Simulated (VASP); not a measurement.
VASP input:

### KPOINTS
```
Automatic
0
G
 14 14 14
```

INCAR:
```
# general
SYSTEM  = ZnO
PREC    = Accurate
ENCUT   = 620   # plane-wave cut-off (eV)
LREAL   = .False.   # projection in real space or not
LASPH   = .True.

# electronic loop
EDIFF   = 1E-6
NELM    = 100
ALGO    = Normal   # blocked Davidson
LMAXMIX = 4   # l cut-off of mixed one-centre charges

# smearing
ISMEAR  = 1
SIGMA   = 0.1   # width (eV)

# functional
GGA     = PS   # PBEsol

# ions
IBRION  = 2   # conjugate gradients
NSW     = 40
ISIF    = 3   # ions, shape and volume
EDIFFG  = -0.02
PSTRESS = 50   # kbar

# output
LWAVE   = .False.
LCHARG  = .False.
```

POSCAR:
```
ZnO
1.0
  2.6256020154   0.0000000000   0.0000000000
  0.0000000000   2.6256020154   0.0000000000
  0.0000000000   0.0000000000   2.6256020154
Zn O
1 1
Cartesian
  0.0000000000   0.0000000000   0.0000000000
  1.3128010077   1.3128010077   1.3128010077
```

POTCAR, in this order: Zn O (PBE.64 set). Program: vasp_std.

**Question.** Write an equivalent input for Quantum ESPRESSO's pw.x.

**Answer.** One equivalent input (not run):
```
&CONTROL
  calculation = 'vc-relax'
  pseudo_dir = './pseudo'
  outdir = './out'
  tprnfor = .true.
  tstress = .true.
  nstep = 40
  forc_conv_thr = 0.00078
/
&SYSTEM
  ibrav = 0
  nat = 2
  ntyp = 2
  ecutwfc = 84
  occupations = 'smearing'
  smearing = 'methfessel-paxton'
  degauss = 0.00735
  input_dft = 'pbesol'
/
&ELECTRONS
  conv_thr = 7.3e-08
  electron_maxstep = 100
/
&IONS
/
&CELL
  press = 50
/
ATOMIC_SPECIES
  Zn 65.380 Zn.upf
  O 15.999 O.upf
CELL_PARAMETERS angstrom
     2.6256020    0.0000000   -0.0000000
     0.0000000    2.6256020   -0.0000000
     0.0000000    0.0000000    2.6256020
ATOMIC_POSITIONS crystal
  Zn   0.0000000  0.0000000  0.0000000
  O    0.5000000  0.5000000  0.5000000
K_POINTS automatic
  14 14 14 0 0 0
```
The two are equivalent in intent, not identical: the potentials are each code's own (VASP's PAW set, PseudoDojo norm-conserving files in pw.x), so ENCUT and ecutwfc are chosen apart and not converted; conv_thr bounds pw.x's estimated SCF error, while EDIFF bounds the energy change between steps; forc_conv_thr acts on force components and is met together with etot_conv_thr.

The structure was generated: ZnO was put into the CsCl type type (Pm-3m), which need not be its known phase. It was relaxed first under an external pressure of 5 GPa.
